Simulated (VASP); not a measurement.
Output of a VASP run:

**OSZICAR**
```
       N       E                     dE             d eps       ncg     rms          rms(c)
DAV:   1    -0.121811464945E+01   -0.12181E+01   -0.16111E+03   570   0.653E+02
DAV:   2    -0.627234224284E+01   -0.50542E+01   -0.45221E+01   804   0.688E+01
DAV:   3    -0.636968728196E+01   -0.97345E-01   -0.97345E-01   690   0.912E+00
DAV:   4    -0.637084767155E+01   -0.11604E-02   -0.11604E-02   774   0.972E-01
DAV:   5    -0.637086094293E+01   -0.13271E-04   -0.13271E-04   690   0.621E-02    0.288E+00
DAV:   6    -0.618718036505E+01    0.18368E+00   -0.15469E-01   666   0.181E+00    0.145E+00
DAV:   7    -0.612533199143E+01    0.61848E-01   -0.20587E-01   714   0.233E+00    0.222E-01
DAV:   8    -0.612722927616E+01   -0.18973E-02   -0.57494E-03   678   0.682E-01    0.443E-02
DAV:   9    -0.612717511565E+01    0.54161E-04   -0.22359E-04   804   0.902E-02    0.106E-02
DAV:  10    -0.612717258932E+01    0.25263E-05   -0.67879E-06   642   0.238E-02    0.265E-03
DAV:  11    -0.612717173359E+01    0.85573E-06   -0.43211E-07   810   0.567E-03    0.718E-04
DAV:  12    -0.612717031789E+01    0.14157E-05   -0.13404E-08   312   0.148E-03    0.944E-04
DAV:  13    -0.612717105968E+01   -0.74179E-06   -0.15856E-08   282   0.964E-04    0.476E-05
DAV:  14    -0.612717110435E+01   -0.44667E-07   -0.13505E-09   282   0.357E-04
   1 F= -.61271711E+01 E0= -.61271711E+01  d E =-.155112E-11
```

### OUTCAR
```
------------------------ aborting loop because EDIFF is reached ----------------------------------------
  FORCE on cell =-STRESS in cart. coord.  units (eV):
  Direction    XX          YY          ZZ          XY          YZ          ZX
  --------------------------------------------------------------------------------------
  Total        0.0006191      0.0006191      0.0006191      0.0000000      0.0000000      0.0000000
  in kB        0.0620689      0.0620689      0.0620689      0.0000000      0.0000000      0.0000000
  external PRESSURE =       0.0620689 kB  Pullay stress =       0.0000000 kB
  volume of cell :       15.98
      direct lattice vectors                 reciprocal lattice vectors
     0.000000000  1.999187238  1.999187238    -0.250101637  0.250101637  0.250101637
     1.999187238  0.000000000  1.999187238     0.250101637 -0.250101637  0.250101637
     1.999187238  1.999187238  0.000000000     0.250101637  0.250101637 -0.250101637
  FREE ENERGIE OF THE ION-ELECTRON SYSTEM (eV)
  ---------------------------------------------------
  free  energy   TOTEN  =        -6.1271711043 eV

  energy  without entropy=       -6.1271711043  energy(sigma->0) =       -6.12717110
```
(Selected blocks of OUTCAR.)

POSCAR:
```
LiH
1
    0.0000000000     1.9991872381     1.9991872381
    1.9991872381     0.0000000000     1.9991872381
    1.9991872381     1.9991872381     0.0000000000
Li H
1 1
Direct
  0.0000000000   0.0000000000   0.0000000000
  0.5000000000   0.5000000000   0.5000000000
```

Question: Write an INCAR and KPOINTS that could have produced this output.

Answer: This is not unique; one that fits is the input of the run itself, PBE GGA, plane waves, VASP's PBE PAW potentials (set 64).

### KPOINTS
```
Automatic mesh
0
Gamma
10 10 10
0 0 0
```

INCAR:
```
# general
SYSTEM  =  LiH
PREC    =  Accurate
ENCUT   =  600   # plane-wave cut-off (eV)
LREAL   =  .False.
LASPH   =  .True.   # aspherical one-centre terms

# electronic loop
EDIFF   =  1E-7
NELM    =  100   # most electronic steps
ALGO    =  Normal   # blocked Davidson

# smearing
ISMEAR  =  0   # Gaussian
SIGMA   =  0.05

# functional
GGA     =  PE   # PBE

# ions
ISIF    =  2

# output
LWAVE   =  .False.
LCHARG  =  .False.
```

POTCAR, in this order: Li_sv H (PBE.64 set). Program: vasp_std.

The compound is LiH in the rock salt structure. It was relaxed first, which changed the volume by -6 %.
